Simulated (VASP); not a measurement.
The system is FeGe.

```
Ge Fe
1.0
     4.68900    0.00000    0.00000
     0.00000    4.68900    0.00000
     0.00000    0.00000    4.68900
Ge Fe
4 4
Direct
  0.84200 0.84200 0.84200
  0.65800 0.15800 0.34200
  0.34200 0.65800 0.15800
  0.15800 0.34200 0.65800
  0.13500 0.13500 0.13500
  0.36500 0.86500 0.63500
  0.63500 0.36500 0.86500
  0.86500 0.63500 0.36500
```

Base run:

```yaml
Program: VASP 6.6.1
Functional: PBE
Potentials_or_basis: VASP PAW PBE potentials, release 64 (Ge_d, Fe)
Cutoff: 520 eV
k_mesh: 5 × 5 × 5
Occupations: gaussian, width 0.05 eV
Spin: no spin polarisation
```

Its results: band gap on the k mesh 0.09 eV, indirect (least direct gap 0.14 eV); pressure -5.6 GPa; largest force 0.406 eV/Å.

Q: The run is repeated on the same cell with these changes: spin from no spin polarisation to collinear spin, typed start; further incar settings from ALGO = Normal; EDIFF = 1e-07; NBANDS = 54 to ALGO = Normal; EDIFF = 1e-07; NBANDS = 58. What comes out?

A: Band gap on the k mesh none (metal or under the smearing width); pressure -2.6 GPa; net moment 4.27 μB per cell; site moments Ge -0.08; Fe +1.19 μB; largest force 0.057 eV/Å.

Caveats: an odd mesh through Γ misses points on the zone boundary, where band edges often lie (some runs); the moment fell far below its start of 4 μB, so a state of higher moment may lie lower in energy (some runs).
